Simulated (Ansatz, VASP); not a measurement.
## Sb (antimonene bilayer, AB) in two plane-wave programs

One calculation is typed for both programs; each brings its own data sets. How far apart do they land? The structure shown is the start of the Ansatz relaxation below; VASP solves that cell, so the two are compared at the walk's first step.

Main program and level: Ansatz 0.2.0; plane waves, with VASP 6.6.1 beside it; single point at PBEsol with D3(BJ).

**1. Starting point**

The cell holds 4 atoms: 4 Sb. Cell: a = 4.120 Å, b = 4.120 Å, c = 43.600 Å, α = 90.0°, β = 90.0°, γ = 120.0°. Vacuum lies along c.

As a file:

```cif
data_structure
_symmetry_space_group_name_H-M 'P 1'
_symmetry_Int_Tables_number 1
_cell_length_a 4.1200
_cell_length_b 4.1200
_cell_length_c 43.6000
_cell_angle_alpha 90.000
_cell_angle_beta 90.000
_cell_angle_gamma 120.000
_cell_volume 640.93
loop_
_atom_site_label
_atom_site_type_symbol
_atom_site_fract_x
_atom_site_fract_y
_atom_site_fract_z
_atom_site_occupancy
Sb1 Sb 0.66667 0.33333 0.42775 1
Sb2 Sb 0.33333 0.66667 0.46560 1
Sb3 Sb 0.00000 0.00000 0.53440 1
Sb4 Sb 0.66667 0.33333 0.57225 1
```

**2. Ansatz: relaxation, PBEsol with D3(BJ)**

Ansatz runs on its default PAW (the set named soft_2) files.

The two programs are compared at the cell with which this relaxation starts, whose forces are those of its first step.

input.yaml

```yaml
crystal:
  lattice:
    - [4.12, 0.0, 0.0]
    - [-2.06, 3.5680246636, 0.0]
    - [0.0, 0.0, 43.5999999986]
  atoms:
    - { symbol: Sb, position: [0.6666666667, 0.3333333333, 0.4277522936] }
    - { symbol: Sb, position: [0.3333333333, 0.6666666667, 0.4655963303] }
    - { symbol: Sb, position: [0.0, 0.0, 0.5344036697] }
    - { symbol: Sb, position: [0.6666666667, 0.3333333333, 0.5722477064] }
  periodic: [true, true, false]
kpoints:
  mp_grid: { grid: [12, 12, 1] }
hamiltonian:
  xc: pbesol
  dispersion: d3bj
scf:
  occupations: { method: fermi_dirac, width: 0.05 }
  convergence: { dr2_threshold: 1.0e-09 }
relax:
  f_tol: 0.004
  max_steps: 90
  cell: {}
output:
  write_potential: true
  write_density: true
  volumetric_format: npy
```

On the command line:

```console
> ansatz run input.yaml --threads 4 --pin off --max-ram 12288MiB --backend cpu --events-out ev --progress --plain --runs-dir out
```

Numbers of over 12 decimals in the logs are rounded to 6 here.

Output:

```text
Warning: relax.cell: scf.convergence.dr2_threshold = 1e-9 eV is looser than the 1.50551394521e-10 eV advised for a relaxation that steers and ends on the stress (1e-10 eV for each atom of the cell: 4, times the square of relax.cell.stress_2d_tol = 0.05 N/m over 16.3 Å (the atoms' height at the walk's start and 5 Å past either face), 3.067e-2 GPa, over a crystal's default 0.05). What an SCF threshold leaves in a stress goes as its square root, and in the free energy as the threshold itself, and one threshold admits the most on a small cell: [figures from the program's tests cut] Set scf.convergence.dr2_threshold to 1.50551394521e-10 eV or tighter. [rest of the remark cut]
Engine: ansatz 0.2.0, aarch64-unknown-linux-gnu
Pseudopotentials: kind: paw
Pseudopotential: Sb, paw, valence charge 15, recommended cutoff 420 eV (normal), Sb.paw.azcp
Functional definition: PBEsol
  exchange = pbesol_x
  correlation = pbesol_c
Crystal: 4 atoms, lattice volume = 640.931 Å³
Basis set: ecut = 420 eV, 12397 PW (Γ), exchange–correlation on 60×60×600 points (8 copies of the dense FFT grid, shifted against one another)
Bands: 36, of which v1, the nominal top of the filled ones, is band 30 counted from 1 (29 counted from 0)
Symmetry: 12 space group operations
Space group: P-3m1 (ITA 164), of the structure as read, at distance tolerance 8.6e-5 Å
k-points: 19 of 144
Non-local potential: Sb, projectors of the file, l = 0: 2, l = 1: 2, l = 2: 2, l = 3: 2
PAW form: soft (Blöchl's): semilocal exchange-correlation on the pseudo side does not see the compensation charge
PAW frozen core: Sb, regenerated for the run's functional, and the local potential with it (the file was generated under x = pbe(κ = 0.804, μ = 0.219515), c = pbe(β = 0.066725))
PAW one-centre angular grid: Sb, 590 points (default); XC on 64 Gauss nodes
Initial density: superposition of atomic densities (neutral atoms: chi_scale 0, normalization atom), corrected by the library's trained network
Initial wavefunctions: pseudopotential atomic-orbital guess
Functional: x = pbesol(κ = 0.804, μ = 0.123457), c = pbesol(β = 0.046)
SCF iter   1: F=—  HF=-25632.876823 eV  |F-HF|=—  |Δ(HF+E_count)|=         —  Δρ=1.08e-3  dr2=7.19e-3  ethr=1.77e-3  ⟨swp⟩=15.9  Hψ=4605  notcnv=0
preconditioner: auto → LDOS  [insulator: Δε(μ)=0.362 eV  Ē_g=7.311 eV  σ=0.050 eV  W_gap=0.95  n_scr=66 (ndim 8)  ℏωp=6.6 eV  f_vac=0.759  D(μ)=0.11/eV (n_scr^D=2)  ε∞_Penn≈1.8  β→1.0]
SCF iter   2: F=—  HF=-25632.874900 eV  |F-HF|=—  |Δ(HF+E_count)|=   1.92e-3  Δρ=5.68e-4  dr2=1.53e-2  ethr=1.20e-5  ⟨swp⟩=3.5  Hψ=1826  notcnv=0  defer=8
SCF iter   3: F=—  HF=-25632.875179 eV  |F-HF|=—  |Δ(HF+E_count)|=   2.79e-4  Δρ=5.32e-4  dr2=2.20e-2  ethr=1.20e-5  ⟨swp⟩=3.1  Hψ=1661  notcnv=0  defer=8
SCF iter   4: F=—  HF=-25632.873074 eV  |F-HF|=—  |Δ(HF+E_count)|=   2.11e-3  Δρ=1.92e-4  dr2=2.26e-3  ethr=1.20e-5  ⟨swp⟩=2.5  Hψ=820  notcnv=0  defer=8
SCF iter   5: F=—  HF=-25632.872790 eV  |F-HF|=—  |Δ(HF+E_count)|=   2.84e-4  Δρ=3.80e-5  dr2=8.96e-5  ethr=3.77e-6  ⟨swp⟩=2.2  Hψ=839  notcnv=0  defer=8
SCF iter   6: F=—  HF=-25632.872784 eV  |F-HF|=—  |Δ(HF+E_count)|=   6.26e-6  Δρ=5.70e-6  dr2=2.01e-6  ethr=1.49e-7  ⟨swp⟩=2.7  Hψ=961  notcnv=0  defer=8
SCF iter   7: F=—  HF=-25632.872759 eV  |F-HF|=—  |Δ(HF+E_count)|=   2.48e-5  Δρ=1.83e-6  dr2=6.39e-8  ethr=3.35e-9  ⟨swp⟩=3.2  Hψ=1368  notcnv=0  defer=8
SCF iter   8: F=—  HF=-25632.872759 eV  |F-HF|=—  |Δ(HF+E_count)|=   3.49e-8  Δρ=6.43e-7  dr2=6.50e-9  ethr=1.06e-10  ⟨swp⟩=3.4  Hψ=1429  notcnv=0  defer=8
SCF iter   9: F=—  HF=-25632.872759 eV  |F-HF|=—  |Δ(HF+E_count)|=  1.16e-10  Δρ=1.96e-7  dr2=1.50e-9  ethr=1.67e-12  ⟨swp⟩=11.9  Hψ=4986  notcnv=0
SCF iter  10: F=-25632.872759 eV  HF=-25632.872759 eV  |F-HF|=8.00e-11  |Δ(HF+E_count)|=  4.91e-10  Δρ=2.92e-8  dr2=7.30e-11  ethr=1.67e-12  ⟨swp⟩=9.2  Hψ=3934  notcnv=0
SCF 1 converged in 10 iterations: F = -25632.872759 eV  dr2 = 7.30e-11
  greatest PAW one-centre occupation: 0.996 electrons in one spin orbital (limit 2), on the Sb atom at site 2 (counted from 0), in its partial waves of l = 2
relax step   1: F+E_penalty+E_count = -25632.87275905 eV  Δ(F+E_penalty+E_count) = +0.000e0 eV  max|allowed force component| = 5.151e-1 eV/Å  Δτ_max = 0.0000 Å  P = -2.218 N/m  Ω = 640.931 Å³  fix = [c, alpha, beta]  reactions: c -0.000 N/m  (10 SCF iters, accepted)
[...]
relax step   7: F+E_penalty+E_count = -25633.11020578 eV  Δ(F+E_penalty+E_count) = -5.772e-5 eV  max|allowed force component| = 9.698e-3 eV/Å  Δτ_max = 0.0040 Å  P = +0.027 N/m  Ω = 644.433 Å³  energy of the carried Pulay correction = -1.384e-4 eV  fix = [c, alpha, beta]  reactions: c +0.000 N/m  (6 SCF iters, accepted)
[...]
relax step   8: F+E_penalty+E_count = -25633.11020999 eV  Δ(F+E_penalty+E_count) = -4.210e-6 eV  max|allowed force component| = 2.932e-4 eV/Å  Δτ_max = 0.0007 Å  P = -0.001 N/m  Ω = 644.645 Å³  energy of the carried Pulay correction = -1.467e-4 eV  fix = [c, alpha, beta]  reactions: c -0.000 N/m  (5 SCF iters, accepted)
[...]
relax step   9: F+E_penalty+E_count = -25633.11035560 eV  Δ(F+E_penalty+E_count) = -1.456e-4 eV  max|allowed force component| = 3.182e-4 eV/Å  Δτ_max = 0.0000 Å  P = -0.001 N/m  Ω = 644.645 Å³  fix = [c, alpha, beta]  reactions: c -0.000 N/m  stress off target by 1.03e-3 N/m on what of the cell is left free  SCF on the basis re-selected at this cell (its energy is not comparable with the rows above)  (4 SCF iters)
basis re-selected at this cell: Δ(F+E_penalty+E_count) = -1.456e-4 eV, ΔP = +0.000 N/m vs the last step (what re-selecting the basis moved, of the pressure what is left beyond the Pulay correction that the steps carried, after the strain that the cell walked since its last selection, with what the two solves' SCF thresholds leave and, on support functions, any second-order correction that the steps lacked; it is no m [...]
SCF converged after 4 iterations
Free energy (F): -25633.110356 eV
Harris-Foulkes:  -25633.110356 eV  (|F-HF|=1.27e-10)
Internal energy: -25633.102829 eV  (E = F + TS)
E sigma→0 (E₀):  -25633.106592 eV
Entropy (-TS):   -0.007527 eV (-1.882 meV/atom)
Fermi energy:    -3.923831 eV
--- Per-component energies (eV) ---
  E_band       = -1524.339803
  E_kinetic    = 830.796723
  E_local      = -192932.742988  (includes V_loc(G=0)·N_el)
  E_nonlocal   = 1456.840152
  E_hartree    = 95741.737436
  E_xc         = -549.776843
  E_vxc        = -386.161065  (∫ρ·V_xc dr)
  E_paw        = -17998.773593  (= ΣΔE_a)
  E_vpaw       = -1976.542912  (= ΣTr[D̂ρ^β])
  E_aug_tail   = -0.000007  (compensation charges beyond the density's cutoff)
  E_ewald      = 87818.745682
  E_disp       = -1.256820  (pairwise vdW)
  E_core_change = 1.327428  (= ΣΔE_core)
  E_smearing   = -0.007527  (= −TS)
  E_closure    = 0.000000  (closes the sum)
  Σ components = -25633.110356   (vs F -25633.110356, Δ=0.00e0)
--- Forces (eV/Å), atoms counted from 1 ---
  atom   1  Sb     0.00000000     0.00000000     0.00018717
  atom   2  Sb     0.00000000     0.00000000    -0.00031824
  atom   3  Sb     0.00000000    -0.00000000     0.00031824
  atom   4  Sb    -0.00000000    -0.00000000    -0.00018717
  max |Σ_I F_I| component: 2.71e-20 eV/Å
--- 2D stress c σ (N/m, compression-positive) ---
       -0.001033       0.000000       0.000000
       -0.000000      -0.001033       0.000000
        0.000000       0.000000       0.000000
  P = ½ c Tr σ = -0.0010 N/m
--- Band table (eV; the first three rows and the last of 19) ---
  k-point 0: bands = [... 26 lower, -5.4382, -5.0775, -5.0775, -4.2784, -3.6862, -2.9425, -2.9425, -1.9014, ... 2 higher]
  k-point 1: bands = [... 26 lower, -5.6995, -5.6265, -5.1368, -3.9479, -3.4623, -2.7876, -2.7845, -1.9753, ... 2 higher]
  k-point 2: bands = [... 26 lower, -6.1720, -5.7296, -5.3998, -4.6877, -3.1417, -2.4983, -2.4441, -1.6619, ... 2 higher]
  k-point 18: bands = [... 26 lower, -7.6529, -6.7747, -6.7747, -6.1286, -2.9547, -2.9547, -2.2588, -0.3482, ... 2 higher]
  the weakly bound empty levels are not read free of the cell's end (no_gap_told)
--- Relaxed structure (8 steps of the walk, 7 accepted, 1 SCFs on fresh bases) ---
  F+E_penalty+E_count = -25633.11035560 eV   max|allowed force component| = 3.182e-4 eV/Å   (the final SCF, on the basis selected at the relaxed cell)
  cell:  # Å, volume = 644.6446 Å³
    - [4.131917, 0, 0.0]
    - [-2.065959, 3.578345, 0.0]
    - [0.0, 0.0, 43.5999999986]
  atoms:
    - { symbol: Sb, position: [0.666667, 0.333333, 0.438214] }
    - { symbol: Sb, position: [0.333333, 0.666667, 0.474435] }
    - { symbol: Sb, position: [2.31296463409722e-18, 1.3877787809430056e-17, 0.525565] }
    - { symbol: Sb, position: [0.666667, 0.333333, 0.561786] }
```

**3. VASP: single point, PBEsol with D3(BJ), start cell**

The same cell, functional, mesh and smearing now go to VASP, with its own data sets.

Lines of VASP's logs that name or quote its potential files are left out, and so is its time.

INCAR

```
SYSTEM = Sb
PREC = Accurate
ENCUT = 400
EDIFF = 1E-06
NELM = 120
ISMEAR = -1
SIGMA = 0.05
LREAL = .FALSE.
ALGO = Normal
GGA = PS
IVDW = 12
NBANDS = 16
LORBIT = 11
LWAVE = .FALSE.
LCHARG = .FALSE.
ISIF = 2
LDIPOL = .TRUE.
IDIPOL = 3
DIPOL = 0.5 0.5 0.5
LVHAR = .TRUE.
LASPH = .TRUE.
GGA_COMPAT = .FALSE.
NELMDL = -8
KPAR = 2
```

POSCAR

```
Sb
1.0
    4.1200000000      0.0000000000      0.0000000000
   -2.0600000000      3.5680250000      0.0000000000
    0.0000000000      0.0000000000     43.6000000000
Sb
4
Direct
    0.6666667134      0.3333334268      0.4277522936
    0.3333332866      0.6666665732      0.4655963303
    0.0000000000      0.0000000000      0.5344036697
    0.6666667134      0.3333334268      0.5722477064
```

KPOINTS

```
Automatic mesh
0
Gamma
12 12 1
0 0 0
```

PAW data sets: Sb (PBE family, release 64).

On the command line:

```console
> mpirun -np 2 vasp_std
```

Output:

```text
[banner, memory and clock lines left out]
running    2 mpi-ranks, on    1 nodes
 distrk:  each k-point on    1 cores,    2 groups
 distr:  one band on    1 cores,    1 groups

 POSCAR found type information on POSCAR Sb
 POSCAR found :  1 types and       4 ions
|                                                                             |
|               ----> ADVICE to this user running VASP <----                  |
|                                                                             |
|     You enforced a specific xc type in the INCAR file but a different       |
|     [... a line on the potential file left out ...]
|     I HOPE YOU KNOW WHAT YOU ARE DOING!                                     |
|                                                                             |

 LDA part: xc-table for (Slater+PW92), standard interpolation
 POSCAR, INCAR and KPOINTS ok, starting setup
 FFT: planning ... GRIDC
 FFT: planning ... GRID_SOFT
 FFT: planning ... GRID
 WAVECAR not read
 entering main loop
       N       E                     dE             d eps       ncg     rms          rms(c)
DAV:   1     0.115978257070E+03    0.11598E+03   -0.44189E+03   608   0.634E+02
DAV:   2    -0.555159847681E+01   -0.12153E+03   -0.11407E+03   960   0.121E+02
DAV:   3    -0.174144563613E+02   -0.11863E+02   -0.11828E+02   872   0.469E+01
DAV:   4    -0.176912115789E+02   -0.27676E+00   -0.27651E+00   800   0.911E+00
DAV:   5    -0.177028260284E+02   -0.11614E-01   -0.11614E-01   936   0.202E+00
DAV:   6    -0.177029390893E+02   -0.11306E-03   -0.11306E-03   856   0.175E-01
DAV:   7    -0.177029454317E+02   -0.63424E-05   -0.63424E-05   968   0.338E-02
DAV:   8    -0.177029455789E+02   -0.14724E-06   -0.14700E-06   696   0.399E-03    0.396E+00
DAV:   9    -0.176386585778E+02    0.64287E-01   -0.30161E-02   648   0.799E-01    0.241E+00
DAV:  10    -0.176003634192E+02    0.38295E-01   -0.65417E-02   776   0.122E+00    0.124E-01
DAV:  11    -0.176005954115E+02   -0.23199E-03   -0.26839E-03   824   0.295E-01    0.886E-02
DAV:  12    -0.176006313027E+02   -0.35891E-04   -0.10173E-03   776   0.155E-01    0.486E-02
DAV:  13    -0.176006779143E+02   -0.46612E-04   -0.38343E-05   832   0.352E-02    0.201E-02
DAV:  14    -0.176006762509E+02    0.16634E-05   -0.11446E-04   808   0.389E-02    0.850E-03
DAV:  15    -0.176006916317E+02   -0.15381E-04   -0.29335E-05   800   0.194E-02    0.847E-03
DAV:  16    -0.176007997720E+02   -0.10814E-03   -0.25395E-05   672   0.186E-02    0.387E-03
DAV:  17    -0.176008237394E+02   -0.23967E-04   -0.11932E-06   688   0.456E-03    0.215E-03
DAV:  18    -0.176008586497E+02   -0.34910E-04   -0.44581E-06   664   0.664E-03    0.952E-04
DAV:  19    -0.176008666886E+02   -0.80389E-05   -0.10119E-07   656   0.120E-03    0.548E-04
DAV:  20    -0.176008817385E+02   -0.15050E-04   -0.66831E-07   600   0.177E-03    0.390E-04
DAV:  21    -0.176008866539E+02   -0.49154E-05   -0.78366E-08   616   0.757E-04    0.177E-04
DAV:  22    -0.176008893478E+02   -0.26939E-05   -0.90388E-08   560   0.611E-04    0.175E-04
DAV:  23    -0.176008914310E+02   -0.20832E-05   -0.43869E-08   496   0.447E-04    0.827E-05
DAV:  24    -0.176008916879E+02   -0.25700E-06   -0.26455E-09   384   0.163E-04
   1 F= -.18742401E+02 E0= -.18741551E+02  d E =-.169918E-02
```

OUTCAR, selected parts (step 3):

```text
ion  position               nearest neighbor table
   1  0.667  0.333  0.428-   2 2.89   2 2.89   2 2.89
   2  0.333  0.667  0.466-   1 2.89   1 2.89   1 2.89
   3  0.000  0.000  0.534-   4 2.89   4 2.89   4 2.89
   4  0.667  0.333  0.572-   3 2.89   3 2.89   3 2.89

  LATTYP: Found a hexagonal cell.
 ALAT       =     4.1200000000
 C/A-ratio  =    10.5825242718

 Subroutine GETGRP returns: Found 12 space group operations
 (whereof  6 operations were pure point group operations)

The static configuration has the point symmetry C_3v.
 The point group associated with its full space group is D_3d.

 Found     19 irreducible k-points:

   k-points           NKPTS =     19   k-points in BZ     NKDIM =     19   number of bands    NBANDS=     16

   dimension x,y,z NGX =    28 NGY =   28 NGZ =  288
   dimension x,y,z NGXF=    56 NGYF=   56 NGZF=  576

   ENCUT  =  400.0 eV  29.40 Ry    5.42 a.u.   6.72  6.72 71.10*2*pi/ulx,y,z

   NELECT =      20.0000    total number of electrons

 k-points in reciprocal lattice and weights: Automatic mesh
   0.00000000  0.00000000  0.00000000       0.007
   0.08333333  0.00000000  0.00000000       0.042
   0.16666667  0.00000000  0.00000000       0.042
   0.25000000 -0.00000000  0.00000000       0.042
   0.33333333 -0.00000000  0.00000000       0.042
   0.41666667  0.00000000  0.00000000       0.042
   0.50000000 -0.00000000  0.00000000       0.021
   0.08333333  0.08333333  0.00000000       0.042
   0.16666667  0.08333333  0.00000000       0.083
[...]
0.33333333  0.25000000  0.00000000       0.083
   0.33333333  0.33333333  0.00000000       0.014

 dipolmoment           0.000000      0.000000     -0.000000 electrons x Angstroem

 average (electrostatic) potential at core
       1 -94.6870       2 -94.7438       3 -94.7438       4 -94.6870

 E-fermi :  -2.0181

 k-point     1 :       0.0000    0.0000    0.0000
  band No.  band energies     occupation
    ...
      6      -2.8150      2.00000
      7      -2.8150      2.00000
      8      -2.7148      2.00000
      9      -2.7148      2.00000
     10      -2.3964      1.99897
     11      -1.3726      0.00000
     12      -0.3929      0.00000
     13      -0.2392      0.00000
     14      -0.2392      0.00000
     15       0.1979      0.00000
    ...

 k-point     2 :       0.0833    0.0000    0.0000
  band No.  band energies     occupation
    ...
      6      -3.5433      2.00000
      7      -3.4156      2.00000
      8      -3.0161      2.00000
      9      -2.8537      2.00000
     10      -2.1941      1.94255
     11      -0.8995      0.00000
     12      -0.3519      0.00000
     13      -0.1770      0.00000
     14      -0.0898      0.00000
     15       0.3041      0.00000
    ...

 k-point     3 :       0.1667    0.0000    0.0000
  band No.  band energies     occupation
    ...
      6      -4.4289      2.00000
      7      -3.7791      2.00000
      8      -3.4255      2.00000
      9      -3.1995      2.00000
     10      -2.4270      1.99944
     11      -1.0691      0.00000
     12      -0.7039      0.00000
     13       0.1667      0.00000
     14       0.4431      0.00000
     15       0.7205      0.00000
    ...

 Edisp (eV)   -1.14151

  Total      -1.89180    -1.89180    -2.34677     0.00000     0.00000    -0.00000
  in kB      -4.72905    -4.72905    -5.86636     0.00000     0.00000    -0.00000
  external pressure =       -5.11 kB  Pullay stress =        0.00 kB

  energy-cutoff  :      400.00
  volume of cell :      640.93
      direct lattice vectors                 reciprocal lattice vectors
     4.120000000  0.000000000  0.000000000     0.242718447  0.140133547  0.000000000
    -2.060000000  3.568025000  0.000000000     0.000000000  0.280267095  0.000000000
     0.000000000  0.000000000 43.600000000     0.000000000  0.000000000  0.022935780

 POSITION                                       TOTAL-FORCE (eV/Angst)
 -----------------------------------------------------------------------------------
      2.06000      1.18934     18.65000         0.000000     -0.000000      0.427029
      0.00000      2.37868     20.30000        -0.000000      0.000000     -0.117043
      0.00000      0.00000     23.30000         0.000000     -0.000000      0.117043
      2.06000      1.18934     24.95000         0.000000      0.000000     -0.427029
 -----------------------------------------------------------------------------------
    total drift:                               -0.000000     -0.000059     -0.000029

  FREE ENERGIE OF THE ION-ELECTRON SYSTEM (eV)
  ---------------------------------------------------
  free  energy   TOTEN  =       -18.7424007636 eV

  energy  without entropy=      -18.7407015797  energy(sigma->0) =      -18.74155117

 vacuum level on the upper side and lower side of the slab         2.130         2.130

 total charge
# of ion       s       p       d       tot
------------------------------------------
    1        1.215   1.160   0.025   2.400
    2        1.219   1.145   0.029   2.393
    3        1.219   1.145   0.029   2.393
    4        1.215   1.160   0.025   2.400
--------------------------------------------------
tot          4.868   4.610   0.109   9.587

[... 3 further parts left out ...]
```

**4. Comparison**

Known differences besides the potentials themselves: Ansatz cuts the interaction across the vacuum, VASP repeats the sheet with a dipole correction; the data sets hold 60 valence electrons in Ansatz (on its default PAW (the set named soft_2) files) and 20 in VASP; the cutoff is 420 eV in Ansatz and 400 eV in VASP; Ansatz makes its cores anew for this functional, VASP keeps those of its PBE data sets. Total energies have different zeros and are not compared.

Forces (eV/Å; atoms numbered as in POSCAR):

```
atom        Ansatz x, y, z          VASP x, y, z
 Sb1   0.000, 0.000, 0.515   0.000, 0.000, 0.427
 Sb2  0.000, 0.000, -0.214  0.000, 0.000, -0.117
 Sb3   0.000, 0.000, 0.214   0.000, 0.000, 0.117
 Sb4  0.000, 0.000, -0.515  0.000, 0.000, -0.427
```

The forces differ by 53 meV/Å r.m.s., which is 29.5 % of the r.m.s. force of 0.181 eV/Å (both taken over all components). With vacuum in the cell, a pressure given here is an average over mostly empty space and none of the material.

**5. What came out**

```yaml
r_m_s_force_difference_single_point_pbesol_with_d3_bj_start_cell: 53 meV/Å
```

**Reading.** The r.m.s. force difference is 53 meV/Å (single point, PBEsol with D3(BJ), start cell), beyond the 12 meV/Å picked in this series as the mark of a large difference. The data sets hold unlike numbers of valence electrons (60 in Ansatz and 20 in VASP), so part of the differences comes from the potentials. What causes the difference of the single point, PBEsol with D3(BJ), start cell pair stays open here. 1 further run of this series is not shown here. How closely two codes agree says nothing of how well the functional describes the real material.

[Lines on the potential files, build, host, timing and source positions are cut from VASP's logs without a mark.]

[Logs are printed without paths, hosts, clocks, repeated set-up lines and the standing remarks that a program may print on its own settings, such as how far it seeks lower states.]

[Hosts, paths, dates, database ids (printed as entryN), source tags and the programs' standing remarks are cut or masked in the printed files.]
